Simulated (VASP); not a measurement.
Method: PBEsol GGA, VASP's PBE PAW potentials (set 64) (plane waves; VASP 6.6.1).

Input for VASP

File POSCAR:
```
CuI
1
   -0.0000000000     2.8355039251     2.8355039251
    2.8355039251     0.0000000000     2.8355039251
    2.8355039251     2.8355039251     0.0000000000
Cu I
1 1
Direct
  0.0000000000   0.0000000000   0.0000000000
  0.2500000000   0.2500000000   0.2500000000
```

INCAR:
```
SYSTEM = CuI
PREC = Accurate
ENCUT = 500
EDIFF = 1E-6
NELM = 100
ALGO = Normal
LREAL = .FALSE.
LASPH = .TRUE.
ISMEAR = 0
SIGMA = 0.05
GGA = PS
LMAXMIX = 4
LWAVE = .FALSE.
LCHARG = .FALSE.
IBRION = 2
ISIF = 3
NSW = 40
EDIFFG = -0.02
PSTRESS = 200
```

File KPOINTS:
```
Automatic mesh
0
Gamma
8 8 8
0 0 0
```

POTCAR, in this order: Cu I (PBE.64 set). Program: vasp_std.

The resulting files:

File OUTCAR:
```
 ion  position               nearest neighbor table
   1  0.000  0.000  0.000-   2 2.46   2 2.46   2 2.46   2 2.46
   2  0.250  0.250  0.250-   1 2.46   1 2.46   1 2.46   1 2.46
  LATTYP: Found a face centered cubic cell.
 ALAT       =     5.6710078502
 Subroutine PRICEL returns:
 Original cell was already a primitive cell.
 Subroutine GETGRP returns: Found 24 space group operations
The static configuration has the point symmetry T_d .
The dynamic configuration has the point symmetry T_d .
 Subroutine INISYM returns: Found 24 space group operations
 Subroutine IBZKPT returns following result:
 Found     29 irreducible k-points:

 Following reciprocal coordinates:
            Coordinates               Weight
  0.000000  0.000000  0.000000      1.000000
  0.125000  0.000000  0.000000      8.000000
  0.250000  0.000000  0.000000      8.000000
  0.375000  0.000000  0.000000      8.000000
  0.500000  0.000000  0.000000      4.000000
  0.125000  0.125000  0.000000      6.000000
  0.250000  0.125000  0.000000     24.000000
  0.375000  0.125000  0.000000     24.000000
  0.500000  0.125000  0.000000     24.000000
 -0.375000  0.125000  0.000000     24.000000
 -0.250000  0.125000  0.000000     24.000000
 -0.125000  0.125000  0.000000     12.000000
  0.250000  0.250000  0.000000      6.000000
  0.375000  0.250000  0.000000     24.000000
  0.500000  0.250000  0.000000     24.000000
 -0.375000  0.250000  0.000000     24.000000
 -0.250000  0.250000  0.000000     12.000000
  0.375000  0.375000  0.000000      6.000000
  0.500000  0.375000  0.000000     24.000000
 -0.375000  0.375000  0.000000     12.000000
  0.500000  0.500000  0.000000      3.000000
  0.375000  0.250000  0.125000     24.000000
  0.500000  0.250000  0.125000     48.000000
 -0.375000  0.250000  0.125000     24.000000
...
```

OSZICAR:
```
       N       E                     dE             d eps       ncg     rms          rms(c)
DAV:   1     0.109287502750E+03    0.10929E+03   -0.81383E+03   754   0.152E+03
DAV:   2     0.195129793456E+01   -0.10734E+03   -0.10098E+03   754   0.278E+02
DAV:   3    -0.634533838841E+01   -0.82966E+01   -0.81862E+01  1032   0.899E+01
DAV:   4    -0.659705417245E+01   -0.25172E+00   -0.25159E+00   918   0.138E+01
DAV:   5    -0.660466200821E+01   -0.76078E-02   -0.76077E-02  1074   0.247E+00    0.762E+00
DAV:   6    -0.647472701304E+01    0.12993E+00   -0.73177E+00   769   0.849E+01    0.503E+00
DAV:   7    -0.613929220666E+01    0.33543E+00   -0.16250E+00   884   0.508E+01    0.234E+00
DAV:   8    -0.614127182917E+01   -0.19796E-02   -0.11786E-01  1122   0.747E+00    0.764E-01
DAV:   9    -0.613299921814E+01    0.82726E-02   -0.35716E-02   918   0.639E+00    0.253E-01
DAV:  10    -0.613319058693E+01   -0.19137E-03   -0.15310E-03   900   0.409E-01    0.197E-01
DAV:  11    -0.613309474007E+01    0.95847E-04   -0.69509E-04  1046   0.945E-01    0.530E-02
DAV:  12    -0.613310529896E+01   -0.10559E-04   -0.11336E-04   859   0.837E-02    0.433E-02
DAV:  13    -0.613310624039E+01   -0.94143E-06   -0.30069E-06   884   0.169E-02
   1 F= -.44143027E+00 E0= -.44143027E+00  d E =-.441430E+00
       N       E                     dE             d eps       ncg     rms          rms(c)
DAV:   1    -0.208023177019E+02   -0.14669E+02   -0.17451E+02   834   0.335E+02    0.419E+01
DAV:   2    -0.250589627254E+02   -0.42566E+01   -0.33369E+02   754   0.604E+02    0.214E+01
DAV:   3    -0.656350723185E+01    0.18495E+02   -0.66235E+01   909   0.209E+02    0.827E+00
DAV:   4    -0.505435388359E+01    0.15092E+01   -0.16440E+01   907   0.166E+02    0.683E+00
DAV:   5    -0.523287689355E+01   -0.17852E+00   -0.86392E+00   851   0.962E+01    0.605E+00
DAV:   6    -0.493086254734E+01    0.30201E+00   -0.84095E-01   909   0.353E+01    0.352E+00
DAV:   7    -0.490592700930E+01    0.24936E-01   -0.84883E-01   910   0.346E+01    0.141E+00
DAV:   8    -0.488210544271E+01    0.23822E-01   -0.17110E-01  1130   0.128E+01    0.932E-01
DAV:   9    -0.488193466400E+01    0.17078E-03   -0.38491E-03  1163   0.813E-01    0.816E-01
DAV:  10    -0.488112960391E+01    0.80506E-03   -0.10890E-03  1171   0.116E+00    0.239E-01
DAV:  11    -0.488105149796E+01    0.78106E-04   -0.59846E-04   886   0.193E-01    0.125E-01
DAV:  12    -0.488102296524E+01    0.28533E-04   -0.33900E-05  1165   0.193E-01    0.956E-02
DAV:  13    -0.488099791628E+01    0.25049E-04   -0.13323E-04   904   0.464E-01    0.399E-02
DAV:  14    -0.488099814748E+01   -0.23121E-06   -0.15061E-05   903   0.469E-02    0.937E-03
DAV:  15    -0.488099801493E+01    0.13256E-06   -0.40063E-07   392   0.257E-02
   2 F= -.26611844E+00 E0= -.26611844E+00  d E =0.175312E+00
       N       E                     dE             d eps       ncg     rms          rms(c)
DAV:   1    -0.943523010197E+01   -0.45542E+01   -0.71157E+01   764   0.256E+02    0.136E+01
DAV:   2    -0.643350891255E+01    0.30017E+01   -0.20161E+01   909   0.187E+02    0.301E+00
DAV:   3    -0.597374579804E+01    0.45976E+00   -0.29397E+00   829   0.593E+01    0.318E+00
DAV:   4    -0.581385381798E+01    0.15989E+00   -0.71350E-01  1043   0.223E+01    0.109E+00
DAV:   5    -0.580816736520E+01    0.56865E-02   -0.27340E-02  1115   0.400E+00    0.822E-01
DAV:   6    -0.580513969506E+01    0.30277E-02   -0.12300E-03  1171   0.115E+00    0.503E-01
DAV:   7    -0.580402392729E+01    0.11158E-02   -0.33420E-03   922   0.108E+00    0.410E-02
DAV:   8    -0.580402756387E+01   -0.36366E-05   -0.38249E-05   904   0.559E-02    0.111E-02
DAV:   9    -0.580402800765E+01   -0.44378E-06   -0.12272E-05   924   0.121E-01    0.773E-03
DAV:  10    -0.580402847380E+01   -0.46615E-06   -0.19632E-06   527   0.486E-02
   3 F= -.56844135E+00 E0= -.56844135E+00  d E =-.127011E+00
       N       E                     dE             d eps       ncg     rms          rms(c)
DAV:   1    -0.579319691367E+01    0.10831E-01   -0.24436E-02   784   0.437E+00    0.313E-01
DAV:   2    -0.579232742884E+01    0.86948E-03   -0.15084E-02   824   0.454E+00    0.139E-01
DAV:   3    -0.579170554729E+01    0.62188E-03   -0.31305E-03   814   0.219E+00    0.543E-02
DAV:   4    -0.579165228305E+01    0.53264E-04   -0.16949E-04   859   0.125E-01    0.177E-02
DAV:   5    -0.579164951773E+01    0.27653E-05   -0.77286E-06  1028   0.890E-02    0.139E-02
DAV:   6    -0.579164847126E+01    0.10465E-05   -0.96696E-07   382   0.165E-02    0.443E-03
DAV:   7    -0.579164833991E+01    0.13135E-06   -0.66276E-07   377   0.223E-02
   4 F= -.56856645E+00 E0= -.56856645E+00  d E =-.127136E+00
```

**OUTCAR**
```
------------------------ aborting loop because EDIFF is reached ----------------------------------------
  FORCE on cell =-STRESS in cart. coord.  units (eV):
  Direction    XX          YY          ZZ          XY          YZ          ZX
  --------------------------------------------------------------------------------------
  Total        5.2162610      5.2162610      5.2162610     -0.0000000     -0.0000000      0.0000000
  in kB      199.7388178    199.7388178    199.7388178     -0.0000000     -0.0000000      0.0000000
  external PRESSURE =      -0.2611822 kB  Pullay stress =     200.0000000 kB
  volume of cell :       41.84
      direct lattice vectors                 reciprocal lattice vectors
    -0.000000000  2.755449623  2.755449623    -0.181458589  0.181458589  0.181458589
     2.755449623 -0.000000000  2.755449623     0.181458589 -0.181458589  0.181458589
     2.755449623  2.755449623 -0.000000000     0.181458589  0.181458589 -0.181458589
  FREE ENERGIE OF THE ION-ELECTRON SYSTEM (eV)
  ---------------------------------------------------
  free  energy   TOTEN  =        -5.7916483399 eV

  energy  without entropy=       -5.7916483399  energy(sigma->0) =       -5.79164834
  enthalpy is  TOTEN    =        -0.5685664478 eV   P V=        5.2230818921

 reached required accuracy - stopping structural energy minimisation
```
(Selected blocks of OUTCAR.)

**CONTCAR**
```
CuI
   1.00000000000000
    -0.0000000000000000    2.7554496232341883    2.7554496232341883
     2.7554496232341883   -0.0000000000000000    2.7554496232341883
     2.7554496232341883    2.7554496232341883   -0.0000000000000000
  Cu              I
     1     1
Direct
     1.0000000000000000    1.0000000000000000    1.0000000000000000
     0.2500000000000000    0.2500000000000000    0.2500000000000000
```

Energy and stress use the plane-wave basis of the starting cell.

The compound is CuI in the zinc blende structure. This run relaxes it under an external pressure of 20 GPa. Symmetry was kept, so distortions that lower it aren't found.
